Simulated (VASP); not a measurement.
Computed with PBEsol GGA, VASP's PBE PAW potentials (set 64) (plane waves; VASP).

Input for VASP

### KPOINTS
```
Automatic mesh
0
Gamma
11 11 9
0 0 0
```

### INCAR
```
ALGO=Normal
EDIFF=1E-6
EDIFFG=-0.02
ENCUT=520
GGA=PS
IBRION=2
ISIF=3
ISMEAR=1
LASPH=.True.
LCHARG=.False.
LMAXMIX=4
LREAL=.False.
LWAVE=.False.
NELM=100
NSW=60
PREC=Accurate
SIGMA=0.1
SYSTEM=TiB2
```

File POSCAR:
```
TiB2
1
    1.5103582643    -2.6160172778     0.0000000000
    1.5103582643     2.6160172778     0.0000000000
    0.0000000000     0.0000000000     3.1819276551
Ti B
1 2
Direct
  0.0000000000   1.0000000000   1.0000000000
  0.3333330000   0.6666670000   0.5000000000
  0.6666670000   0.3333330000   0.5000000000
```

POTCAR, in this order: Ti_sv B (PBE.64 set). Program: vasp_std.

Output of the run:

### OSZICAR
```
       N       E                     dE             d eps       ncg     rms          rms(c)
DAV:   1     0.125268062474E+03    0.12527E+03   -0.94163E+03  2080   0.158E+03
DAV:   2    -0.213693348032E+02   -0.14664E+03   -0.14299E+03  2130   0.391E+02
DAV:   3    -0.304957946532E+02   -0.91265E+01   -0.89488E+01  2992   0.931E+01
DAV:   4    -0.308158711969E+02   -0.32008E+00   -0.31931E+00  2672   0.160E+01
DAV:   5    -0.308288795923E+02   -0.13008E-01   -0.13008E-01  3020   0.268E+00    0.176E+01
DAV:   6    -0.257520006612E+02    0.50769E+01   -0.25101E+01  2744   0.603E+01    0.400E+00
DAV:   7    -0.257906652822E+02   -0.38665E-01   -0.14943E+00  2315   0.145E+01    0.349E+00
DAV:   8    -0.258009918484E+02   -0.10327E-01   -0.16292E-01  3144   0.365E+00    0.733E-01
DAV:   9    -0.257926544754E+02    0.83374E-02   -0.65738E-02  2787   0.335E+00    0.254E-01
DAV:  10    -0.257921004569E+02    0.55402E-03   -0.46242E-03  2580   0.965E-01    0.752E-02
DAV:  11    -0.257921021215E+02   -0.16646E-05   -0.23282E-04  2866   0.205E-01    0.541E-02
DAV:  12    -0.257920805396E+02    0.21582E-04   -0.13936E-04  2693   0.165E-01    0.951E-03
DAV:  13    -0.257920792594E+02    0.12802E-05   -0.98233E-06  2490   0.408E-02    0.208E-03
DAV:  14    -0.257920793920E+02   -0.13253E-06   -0.23980E-07  1165   0.625E-03
   1 F= -.25792079E+02 E0= -.25791876E+02  d E =-.257921E+02
       N       E                     dE             d eps       ncg     rms          rms(c)
DAV:   1    -0.257924721971E+02   -0.39294E-03   -0.14447E-02  2220   0.198E+00    0.129E-01
DAV:   2    -0.257922607180E+02    0.21148E-03   -0.10740E-03  2223   0.408E-01    0.697E-02
DAV:   3    -0.257921938617E+02    0.66856E-04   -0.89573E-05  2504   0.126E-01    0.311E-02
DAV:   4    -0.257921769186E+02    0.16943E-04   -0.35237E-05  2998   0.682E-02    0.490E-03
DAV:   5    -0.257921770440E+02   -0.12535E-06   -0.29175E-06  2083   0.197E-02
   2 F= -.25792177E+02 E0= -.25791976E+02  d E =-.976520E-04
```

File OUTCAR:
```
------------------------ aborting loop because EDIFF is reached ----------------------------------------
  FORCE on cell =-STRESS in cart. coord.  units (eV):
  Direction    XX          YY          ZZ          XY          YZ          ZX
  --------------------------------------------------------------------------------------
  Total        0.0236326      0.0236326      0.0114834      0.0000000      0.0000000      0.0000000
  in kB        1.5063598      1.5063598      0.7319604      0.0000000      0.0000000      0.0000000
  external PRESSURE =       1.2482266 kB  Pullay stress =       0.0000000 kB
  volume of cell :       25.14
      direct lattice vectors                 reciprocal lattice vectors
     1.509022304 -2.613703327  0.000000000     0.331340364 -0.191299447  0.000000000
     1.509022304  2.613703327  0.000000000     0.331340364  0.191299447  0.000000000
    -0.000000000 -0.000000000  3.186475980    -0.000000000  0.000000000  0.313826310
 POSITION                                       TOTAL-FORCE (eV/Angst)
 -----------------------------------------------------------------------------------
      1.50902     -2.61370      0.00000        -0.000000      0.000000      0.000000
      1.50902      0.87124      1.59324         0.000000      0.000000      0.000000
      1.50902     -0.87124      1.59324         0.000000     -0.000000     -0.000000
 -----------------------------------------------------------------------------------
    total drift:                                0.000000     -0.000000     -0.000000
  FREE ENERGIE OF THE ION-ELECTRON SYSTEM (eV)
  ---------------------------------------------------
  free  energy   TOTEN  =       -25.7921770440 eV

  energy  without entropy=      -25.7915726626  energy(sigma->0) =      -25.79197558

 reached required accuracy - stopping structural energy minimisation
```
(Selected blocks of OUTCAR.)

File CONTCAR:
```
TiB2
   1.00000000000000
     1.5090223042923656   -2.6137033271198402    0.0000000000000000
     1.5090223042923656    2.6137033271198402    0.0000000000000000
    -0.0000000000000000   -0.0000000000000000    3.1864759799103188
  Ti              B
     1     2
Direct
     1.0000000000000000    0.0000000000000000    0.0000000000000000
     0.3333330000000032    0.6666669999999968    0.5000000000000000
     0.6666669999999968    0.3333330000000032    0.5000000000000000
```

File OUTCAR:
```
 val. band max:       10.0940837956   @ k =   0.1818   0.1818   0.1111

 cond. band min:      10.1433458625   @ k =   0.0909   0.0000   0.4444


 Fermi energy:        10.0945301333

 k-point     1 :       0.0000    0.0000    0.0000
  band No.  band energies     occupation
      1     -46.5080      2.00000
      2     -22.9616      2.00000
      3     -22.6477      2.00000
      4     -22.6477      2.00000
      5      -3.4345      2.00000
      6       7.4327      2.00000
      7       7.4328      2.00000
      8       7.9305      2.00000
      9       7.9577      2.00000
     10      12.0914     -0.00000
     11      12.0914     -0.00000
     12      13.9685      0.00000
     13      13.9686      0.00000

 k-point     2 :       0.0909    0.0000    0.0000
  band No.  band energies     occupation
      1     -46.5034      2.00000
      2     -22.9558      2.00000
      3     -22.6832      2.00000
      4     -22.6557      2.00000
      5      -3.2733      2.00000
      6       6.9837      2.00000
      7       7.4098      2.00000
      8       7.7899      2.00000
      9       8.0357      2.00000
     10      12.0434     -0.00000
     11      12.3791      0.00000
     12      13.3344      0.00000
     13      13.4413      0.00000

 k-point     3 :       0.1818    0.0000    0.0000
  band No.  band energies     occupation
      1     -46.4908      2.00000
      2     -22.9399      2.00000
      3     -22.7775      2.00000
      4     -22.6772      2.00000
      5      -2.8016      2.00000
      6       5.8598      2.00000
      7       7.3216      2.00000
      8       7.4897      2.00000
      9       8.1938      2.00000
     10      11.9173     -0.00000
     11      12.5345      0.00000
     12      12.8755      0.00000
     13      13.0505      0.00000

 k-point     4 :       0.2727    0.0000    0.0000
  band No.  band energies     occupation
      1     -46.4743      2.00000
      2     -22.9192      2.00000
      3     -22.8990      2.00000
...
```

The compound is TiB2 in the AlB2 type structure. This run relaxes it. Symmetry was kept, so distortions that lower it aren't found. The start is the result of an earlier pass.
